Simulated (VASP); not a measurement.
# BeSi (Pm-3m) in VASP: molecular dynamics with PBE+D3(BJ)

Aim: the molecular dynamics of BeSi with PBE+D3(BJ).

Program: VASP 6.6.1. These are calculated values, not measurements. Logs are shortened: lines on timing, memory, paths and dates and some standing lists are left out, and cuts for length are marked.

### 1 The undisturbed crystal

The structure is cubic, space group Pm-3m (No. 221). The conventional cell has a = 2.966 Å, b = 2.966 Å, c = 2.966 Å, α = 90.00°, β = 90.00°, γ = 90.00°. Be (site symmetry m-3m) has 8 Si at 2.57 Å as nearest neighbours. Si (site symmetry m-3m) has 8 Be at 2.57 Å as nearest neighbours.

The cell was built by a generator and needn't be a form met in nature.

### 2 Molecular dynamics, PBE+D3(BJ) (atoms moved at random, drawn with an rms of 0.15 Å)

INCAR reads:

```
SYSTEM = BeSi
ADDGRID = .True.
ALGO = Fast
EDIFF = 1E-5
ENCUT = 600
GGA = PE
IBRION = 0
ISIF = 2
ISMEAR = -4
ISYM = 0
IVDW = 12
LASPH = .True.
LCHARG = .False.
LREAL = Auto
LWAVE = .False.
MDALGO = 2
NELM = 60
NELMIN = 4
NSW = 40
POTIM = 2
PREC = Normal
RANDOM_SEED = 819645 0 0
SIGMA = 0.2
SMASS = 1
TEBEG = 300
TEEND = 300
```

KPOINTS reads:

```
k-points
0
Gamma
  2 2 2
  0 0 0
```

POSCAR reads:

```
BeSi
1.0
    5.9316518200      0.0000000000      0.0000000000
    0.0000000000      5.9316518200      0.0000000000
    0.0000000000      0.0000000000      5.9316518200
Be Si
8 8
Direct
    0.2303380000      0.2428125000      0.2346000000
    0.2303380000      0.2428125000      0.7346000000
    0.2303380000      0.7428125000      0.2346000000
    0.2303380000      0.7428125000      0.7346000000
    0.7303380000      0.2428125000      0.2346000000
    0.7303380000      0.2428125000      0.7346000000
    0.7303380000      0.7428125000      0.2346000000
    0.7303380000      0.7428125000      0.7346000000
    0.0248885000      0.0024380000      0.9954810000
    0.0248885000      0.0024380000      0.4954810000
    0.0248885000      0.5024380000      0.9954810000
    0.0248885000      0.5024380000      0.4954810000
    0.5248885000      0.0024380000      0.9954810000
    0.5248885000      0.0024380000      0.4954810000
    0.5248885000      0.5024380000      0.9954810000
    0.5248885000      0.5024380000      0.4954810000
```

Potentials or basis: VASP PAW PBE potentials, release 64 (Be_GW, Si_GW).

Launch:

```
> cat potpaw_PBE.64/Be_GW/POTCAR potpaw_PBE.64/Si_GW/POTCAR > POTCAR
> mpirun -np 1 vasp_std > vasp.out
```

OUTCAR:

```text
SYSTEM = BeSi
   EDIFF = 1E-5
   ENCUT = 600
   GGA = PE
   IBRION = 0
   ISIF = 2
   ISMEAR = -4
   ISYM = 0
   IVDW = 12
   LASPH = .True.
   LREAL = Auto
   NELM = 60
   NELMIN = 4
   NSW = 40
   POTIM = 2
   PREC = Normal
   TEBEG = 300
 IVDW          = 12

 ion  position               nearest neighbor table
   1  0.230  0.243  0.235-   9 2.35  11 2.42  10 2.43  12 2.50  13 2.66  15 2.73  14 2.73
   2  0.230  0.243  0.735-  10 2.35  12 2.42   9 2.43  11 2.50  14 2.66  16 2.73  13 2.73
   3  0.230  0.743  0.235-  11 2.35   9 2.42  12 2.43  10 2.50  15 2.66  13 2.73  16 2.73
   4  0.230  0.743  0.735-  12 2.35  10 2.42  11 2.43   9 2.50  16 2.66  14 2.73  15 2.73
   5  0.730  0.243  0.235-  13 2.35  15 2.42  14 2.43  16 2.50   9 2.66  11 2.73  10 2.73
   6  0.730  0.243  0.735-  14 2.35  16 2.42  13 2.43  15 2.50  10 2.66  12 2.73   9 2.73
   7  0.730  0.743  0.235-  15 2.35  13 2.42  16 2.43  14 2.50  11 2.66   9 2.73  12 2.73
   8  0.730  0.743  0.735-  16 2.35  14 2.42  15 2.43  13 2.50  12 2.66  10 2.73  11 2.73
   9  0.025  0.002  0.995-   1 2.35   3 2.42   2 2.43   4 2.50   5 2.66   7 2.73   6 2.73  10 2.97
                            11 2.97  13 2.97  10 2.97  11 2.97  13 2.97
  10  0.025  0.002  0.495-   2 2.35   4 2.42   1 2.43   3 2.50   6 2.66   8 2.73   5 2.73   9 2.97
                            12 2.97  14 2.97   9 2.97  12 2.97  14 2.97
  11  0.025  0.502  0.995-   3 2.35   1 2.42   4 2.43   2 2.50   7 2.66   5 2.73   8 2.73   9 2.97
                            12 2.97  15 2.97  12 2.97   9 2.97  15 2.97
  12  0.025  0.502  0.495-   4 2.35   2 2.42   3 2.43   1 2.50   8 2.66   6 2.73   7 2.73  10 2.97
                            11 2.97  16 2.97  11 2.97  10 2.97  16 2.97
  13  0.525  0.002  0.995-   5 2.35   7 2.42   6 2.43   8 2.50   1 2.66   3 2.73   2 2.73   9 2.97
                            14 2.97  15 2.97  14 2.97  15 2.97   9 2.97
  14  0.525  0.002  0.495-   6 2.35   8 2.42   5 2.43   7 2.50   2 2.66   4 2.73   1 2.73  10 2.97
                            13 2.97  16 2.97  13 2.97  16 2.97  10 2.97
  15  0.525  0.502  0.995-   7 2.35   5 2.42   8 2.43   6 2.50   3 2.66   1 2.73   4 2.73  11 2.97
                            13 2.97  16 2.97  16 2.97  13 2.97  11 2.97
  16  0.525  0.502  0.495-   8 2.35   6 2.42   7 2.43   5 2.50   4 2.66   2 2.73   3 2.73  12 2.97
                            14 2.97  15 2.97  15 2.97  14 2.97  12 2.97

IMPORTANT INFORMATION: All symmetrisations will be switched off!
NOSYMM: (Re-)initialisation of all symmetry stuff for point group C_1.

----------------------------------------------------------------------------------------

                                     Primitive cell

  volume of cell :     208.7022

  direct lattice vectors                    reciprocal lattice vectors
     5.931651820  0.000000000  0.000000000     0.168587104  0.000000000  0.000000000
     0.000000000  5.931651820  0.000000000     0.000000000  0.168587104  0.000000000
     0.000000000  0.000000000  5.931651820     0.000000000  0.000000000  0.168587104

  length of vectors
     5.931651820  5.931651820  5.931651820     0.168587104  0.168587104  0.168587104

  position of ions in fractional coordinates (direct lattice)
     0.230338000  0.242812500  0.234600000
     0.230338000  0.242812500  0.734600000
     0.230338000  0.742812500  0.234600000
     0.230338000  0.742812500  0.734600000
     0.730338000  0.242812500  0.234600000
     0.730338000  0.242812500  0.734600000
[... 8 lines left out ...]
     0.524888500  0.502438000  0.995481000
     0.524888500  0.502438000  0.495481000

  ion indices of the primitive-cell ions
   primitive index   ion index
                 1           1
                 2           2
                 3           3
                 4           4
                 5           5
                 6           6
[... 8 lines left out ...]
                15          15
                16          16

----------------------------------------------------------------------------------------

 KPOINTS: k-points

Automatic generation of k-mesh.
 Grid dimensions read from file:
 generate k-points for:    2    2    2

 Generating k-lattice:

  Cartesian coordinates                     Fractional coordinates (reciprocal lattice)
     0.084293552  0.000000000  0.000000000     0.500000000  0.000000000  0.000000000
     0.000000000  0.084293552  0.000000000     0.000000000  0.500000000  0.000000000
     0.000000000  0.000000000  0.084293552     0.000000000  0.000000000  0.500000000

  Length of vectors
     0.084293552  0.084293552  0.084293552

  Shift w.r.t. Gamma in fractional coordinates (k-lattice)
     0.000000000  0.000000000  0.000000000

 TETIRR: Found     24 inequivalent tetrahedra from       48

 Subroutine IBZKPT returns following result:
 ===========================================

 Found      8 irreducible k-points:

 Following reciprocal coordinates:
            Coordinates               Weight
  0.000000  0.000000  0.000000      1.000000
  0.500000  0.000000  0.000000      1.000000
  0.000000  0.500000  0.000000      1.000000
  0.000000  0.000000  0.500000      1.000000
  0.500000  0.500000  0.000000      1.000000
  0.000000  0.500000  0.500000      1.000000
  0.500000  0.000000  0.500000      1.000000
  0.500000  0.500000  0.500000      1.000000
   k-points           NKPTS =      8   k-points in BZ     NKDIM =      8   number of bands    NBANDS=     33
   number of dos      NEDOS =    301   number of ions     NIONS =     16
   total plane-waves  NPLWV =  46656
   dimension x,y,z NGX =    36 NGY =   36 NGZ =   36
   dimension x,y,z NGXF=    72 NGYF=   72 NGZF=   72
   ions per type =               8   8
   NGX,Y,Z   is equivalent  to a cutoff of  10.09, 10.09, 10.09 a.u.
   NGXF,Y,Z  is equivalent  to a cutoff of  20.18, 20.18, 20.18 a.u.
 SYSTEM =  BeSi
   PREC   = normal    normal or accurate (medium, high low for compatibility)
   ISTART =      0    job   : 0-new  1-cont  2-samecut
   ICHARG =      2    charge: 1-file 2-atom 10-const
   ISPIN  =      1    spin polarized calculation?
   LNONCOLLINEAR =      F non collinear calculations
   LSORBIT =      F    spin-orbit coupling
   LASPH  =      T    aspherical Exc in radial PAW
   ENCUT  =  600.0 eV  44.10 Ry    6.64 a.u.  11.85 11.85 11.85*2*pi/ulx,y,z
   NELM   =     60;   NELMIN=  4; NELMDL= -5     # of ELM steps
   EDIFF  = 0.1E-04   stopping-criterion for ELM
   LREAL  =      T    real-space projection
   EDIFFG = 0.1E-03   stopping-criterion for IOM
   NSW    =     40    number of steps for IOM
   IBRION =      0    ionic relax: 0-MD 1-quasi-New 2-CG
   NFREE  =      0    steps in history (QN), initial steepest desc. (CG)
   ISIF   =      2    stress and relaxation
   ISYM   =      0    0-nonsym 1-usesym 2-fastsym
   POTIM  = 2.0000    time-step for ionic-motion
   TEBEG  =  300.0;   TEEND  = 300.0 temperature during run
   PSTRESS=    0.0 pullay stress
   NELECT =      48.0000    total number of electrons
   NUPDOWN=      -1.0000    fix difference up-down
   EMIN   =  10.00;   EMAX   =-10.00  energy-range for DOS
   EFERMI =   0.00;   METHOD = LEGACY
   ISMEAR =    -4;   SIGMA  =   0.20  broadening in eV -4-tet -1-fermi 0-gaus
   EFERMI_NEDOS =   21; number of points for ismear=-14 and -15
   IALGO  =     68    algorithm
   IMIX   =      4    mixing-type and parameters
     AMIX     =   0.40;   BMIX     =  1.00
     AMIX_MAG =   1.60;   BMIX_MAG =  1.00
  volume/ion in A,a.u.               =      13.04        88.02
  Fermi-wavevector in a.u.,A,eV,Ry     =   1.003028  1.895448 13.688339  1.006065
  Thomas-Fermi vector in A             =   2.135553
   LORBIT       =      0    0 simple, 1 ext, 2 COOP (PROOUT), +10 PAW based schemes
   GGA     = PE    functional components
   LHFCALC =     F    Hartree Fock is set to
   AEXX    =    0.0000 exact exchange contribution
   IVDW    =    12    specifies the selected vdW correction
   LEPSILON=     F    determine dielectric tensor
   LRPA    =     F    only Hartree local field effects (RPA)
 molecular dynamics for ions
 non-spin polarized calculation
 RMM-DIIS sequential band-by-band and
 Fermi weights with tetrahedron method witout Bloechl corrections
  energy-cutoff  :      600.00
  volume of cell :      208.70
 maximum number of plane-waves:      6984
   NGX = 23   NGY = 23   NGZ = 23

--------------------------------------- Ionic step        1  -------------------------------------------

 number of electron      48.0000000 magnetization

 Free energy of the ion-electron system (eV)
  ---------------------------------------------------
  ext. energy  EPLUGINS =         0.00000000
  ---------------------------------------------------
  free energy    TOTEN  =       -62.57194727 eV

  energy without entropy =      -62.57194727  energy(sigma->0) =      -62.57194727

------------------------ aborting loop because EDIFF is reached ----------------------------------------

 Edisp (eV)   -5.30025

 E8    (eV) :    -2.0306

  FORCE on cell =-STRESS in cart. coord.  units (eV):
  Direction    XX          YY          ZZ          XY          YZ          ZX
  --------------------------------------------------------------------------------------
  -------------------------------------------------------------------------------------
  Total     -18.63192   -16.64436   -16.44580     3.33967     0.46549     3.67497
  in kB    -143.03465  -127.77644  -126.25211    25.63816     3.57347    28.21224
  external pressure =     -132.35 kB  Pullay stress =        0.00 kB
[... 165 lines left out ...]
  ENERGY OF THE ELECTRON-ION-THERMOSTAT SYSTEM (eV)
  ---------------------------------------------------
% ion-electron   TOTEN  =       -67.876284  see above
  kinetic energy EKIN   =         0.584856
  kin. lattice  EKIN_LAT=         0.000000  (temperature  301.64 K)
  nose potential ES     =         0.000003
  nose kinetic   EPS    =         0.000000
  ---------------------------------------------------
  total energy   ETOTAL =       -67.291426 eV

[... ionic steps 4 to 37 ...]

--------------------------------------- Ionic step       38  -------------------------------------------

 number of electron      48.0000000 magnetization

------------------------ aborting loop because EDIFF is reached ----------------------------------------

 Edisp (eV)   -5.31586

 E8    (eV) :    -2.0431
[... 109 lines left out ...]
  ENERGY OF THE ELECTRON-ION-THERMOSTAT SYSTEM (eV)
  ---------------------------------------------------
% ion-electron   TOTEN  =       -69.290173  see above
  kinetic energy EKIN   =         1.350026
  kin. lattice  EKIN_LAT=         0.000000  (temperature  696.28 K)
  nose potential ES     =         0.274278
  nose kinetic   EPS    =         0.374310
  ---------------------------------------------------
  total energy   ETOTAL =       -67.291559 eV

--------------------------------------- Ionic step       40  -------------------------------------------

 number of electron      48.0000000 magnetization

 Free energy of the ion-electron system (eV)
  ---------------------------------------------------
  ext. energy  EPLUGINS =         0.00000000
  ---------------------------------------------------
  free energy    TOTEN  =       -63.96818614 eV

  energy without entropy =      -63.96818614  energy(sigma->0) =      -63.96818614

 E-fermi :   6.6256     XC(G=0): -10.2930

 val. band max:        6.8461987962   @ k =   0.5000   0.0000   0.5000
 cond. band min:       5.9460915733   @ k =   0.5000   0.5000   0.5000
 fundamental gap:     -0.9001072229
 Fermi energy:         6.6256352292

 k-point     1 :       0.0000    0.0000    0.0000
  band No.  band energies     occupation
      1      -6.1694      2.00000
      2      -3.5457      2.00000
      3      -3.3434      2.00000
      4      -3.1978      2.00000
      5      -1.3446      2.00000
      6      -1.0556      2.00000
[... 330 lines left out ...]
  ENERGY OF THE ELECTRON-ION-THERMOSTAT SYSTEM (eV)
  ---------------------------------------------------
% ion-electron   TOTEN  =       -69.285238  see above
  kinetic energy EKIN   =         1.267867
  kin. lattice  EKIN_LAT=         0.000000  (temperature  653.91 K)
  nose potential ES     =         0.308548
  nose kinetic   EPS    =         0.417428
  ---------------------------------------------------
  total energy   ETOTAL =       -67.291396 eV
```

Wall time 23 min (1 thread of AMD EPYC 7R43 (Zen 3), shared host); peak memory 0.4 GiB.

Results:

| Quantity | Value |
| --- | --- |
| Dispersion energy per atom | -0.332 eV |

Step by step:
```tsv
step	potential energy change (eV)	largest force (eV/Å)	pressure (GPa)	volume (Å³)	temperature (K)
1	0.0000	0.2403	-13.24	208.70	300
2	-0.0016	0.2923	-13.21	208.70	300
3	-0.0041	0.3217	-13.15	208.70	302
4	-0.0066	0.3586	-13.06	208.70	303
5	-0.0091	0.3824	-12.92	208.70	304
6	-0.0110	0.3990	-12.75	208.70	305
7	-0.0123	0.4178	-12.55	208.70	306
8	-0.0131	0.4273	-12.32	208.70	306
9	-0.0133	0.5111	-12.06	208.70	306
10	-0.0132	0.5944	-11.78	208.70	306
11	-0.0136	0.6688	-11.50	208.70	306
12	-0.0154	0.7340	-11.20	208.70	307
13	-0.0196	0.7861	-10.89	208.70	309
14	-0.0272	0.8199	-10.60	208.70	313
15	-0.0388	0.8297	-10.30	208.70	319
16	-0.0554	0.8300	-10.01	208.70	327
17	-0.0774	0.8286	-9.73	208.70	338
18	-0.1050	0.8047	-9.49	208.70	352
19	-0.1381	0.7761	-9.26	208.70	368
20	-0.1765	0.7460	-9.06	208.70	387
21	-0.2203	0.7617	-8.87	208.70	408
22	-0.2702	0.7732	-8.68	208.70	432
23	-0.3281	0.7844	-8.42	208.70	460
24	-0.3935	0.7818	-8.26	208.70	490
25	-0.4647	0.8343	-8.13	208.70	523
26	-0.5419	0.8715	-8.02	208.70	557
27	-0.6248	0.8924	-7.94	208.70	593
28	-0.7127	0.8989	-7.85	208.70	629
29	-0.8042	0.8878	-7.77	208.70	665
30	-0.8974	0.8577	-7.69	208.70	699
31	-0.9899	0.8057	-7.61	208.70	729
32	-1.0790	0.7996	-7.53	208.70	754
33	-1.1621	0.8123	-7.43	208.70	773
34	-1.2367	0.8336	-7.31	208.70	784
35	-1.2998	0.8432	-7.09	208.70	785
36	-1.3505	0.8597	-6.89	208.70	777
37	-1.3873	0.8748	-6.63	208.70	759
38	-1.4098	0.9044	-6.34	208.70	732
39	-1.4180	0.9446	-6.01	208.70	696
40	-1.4130	0.9974	-5.65	208.70	654
```

Caveat: the k mesh is coarse (spacing up to 0.53 Å⁻¹), so the values aren't converged.
